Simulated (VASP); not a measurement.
Be2C (antifluorite), at 0.96 of the tabulated volume:

```yaml
crystal:
  lattice:
    - [0.00000, 2.14067, 2.14067]
    - [2.14067, 0.00000, 2.14067]
    - [2.14067, 2.14067, 0.00000]
  atoms:
    - { symbol: Be, position: [0.25000, 0.25000, 0.25000] }
    - { symbol: Be, position: [0.75000, 0.75000, 0.75000] }
    - { symbol: C, position: [0.00000, 0.00000, 0.00000] }
```

The lowest empty band near X, direction along the valley's axis, from PBE with spin-orbit coupling in VASP (PAW); its two spin partners are averaged. The gap over the points computed is 1.17 eV, and the next band on that side lies 4.79 eV away at the edge.

Numerical set-up: 520 eV cut-off, 10×10×10 Γ-centred mesh, Gaussian smearing of 0.050 eV, potentials Be C.

| distance from the edge in k (1/Å) | distance in energy (meV) |
|---|---|
| 0.025 | 3.4 |
| 0.035 | 6.7 |
| 0.050 | 13.7 |
| 0.070 | 26.8 |

Question: Fit E(1 + αE) = ħ²k²/2m* (ħ²/2m0 = 3.810 eV Å²) and predict the row at 0.095 1/Å.

Answer: The rows don't resolve α, so a parabola serves: the electron mass is m* = 0.696 m0, and so 49.4 meV. The run gave 49.3 meV, -0.1 meV from the fit.

Left out are points under 3 meV from the edge, since the levels carry 0.1 meV, and points farther than half the way to the next band.

The compound is Be2C in the antifluorite structure. The cell was not relaxed at this level.
